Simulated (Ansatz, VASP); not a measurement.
# SrAgI3: VASP beside Ansatz

```
CELL_PARAMETERS angstrom
6.95367 0.00000 0.00000
-3.47684 6.02206 0.00000
0.00000 0.00000 6.44711
ATOMIC_POSITIONS crystal
Sr 0.00000 0.00000 0.50000
Ag 0.00000 0.00000 0.00000
I 0.50000 0.00000 0.50000
I 0.00000 0.50000 0.50000
I 0.50000 0.50000 0.50000
```

Alike in both runs: functional PBE; k mesh 6 × 6 × 2; occupations gaussian, width 0.1 eV; no spin polarisation.

Ansatz relaxed the structure, and its values are those at the end. VASP's run is a single point on that final structure, the one shown.

|  | VASP | Ansatz |
| --- | --- | --- |
| version | VASP 6.6.1 | Ansatz 0.2.0 |
| potentials or method | VASP PAW PBE potentials, release 64 (Sr_sv, Ag, I) | scalar-relativistic, plane waves, PAW |
| plane-wave cutoff (eV) | 520 | 420 |
| valence electrons in the cell | 42 | 80 |

|  | VASP | Ansatz | Ansatz less VASP |
| --- | --- | --- | --- |
| gap on the k mesh at the Fermi level (eV) | none | none | - |
| pressure (GPa) | 0.2 | 0.2 | -0.02 |

A gap of «none» marks a metal or a gap that the smearing closes. The functional is the same, so the differences come from potentials, cutoffs and numerics. The two sets of potentials don't hold the same shells in valence.

Caveats: the k mesh is coarse (spacing up to 0.49 Å⁻¹), so the values aren't converged. The runs have no spin-orbit coupling, so splittings on I are missing.
